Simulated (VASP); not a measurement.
Data:

```
CELL_PARAMETERS angstrom
      3.84344     0.00000     0.00000
      0.00000     3.84344     0.00000
      0.00000     0.00000     3.84344
ATOMIC_POSITIONS crystal
  Cs 0.00000 0.00000 0.00000
  I  0.50000 0.50000 0.50000
```

Calculation: LDA (Ceperley-Alder, Perdew-Zunger), VASP's LDA PAW potentials (set 64) (plane waves; VASP). Settings: 500 eV cut-off, 7×7×7 Γ-centred mesh, Gaussian smearing of 0.050 eV, potentials Cs_sv I.

Energy and stress use the plane-wave basis of the starting cell.

Problem. The ions, cell shape and volume at an external pressure of 30.0 GPa are relaxed. Give the cell that the relaxation ends in.

Solution. 
```
CELL_PARAMETERS angstrom
      3.73318     0.00000     0.00000
      0.00000     3.73318     0.00000
      0.00000     0.00000     3.73318
ATOMIC_POSITIONS crystal
  Cs 0.00000 0.00000 0.00000
  I  0.50000 0.50000 0.50000
```
Space group Pm-3m (221), at a tolerance of 0.03 Å.

Problem. How do energy and volume change from the first to the last step?

Solution. The energy (σ→0) changes by +363.9 meV/atom and the volume by -8.4 %, in 4 ionic steps.

The compound is CsI in the CsCl type structure. This run relaxes it under an external pressure of 30 GPa. Symmetry was kept, so distortions that lower it aren't found.
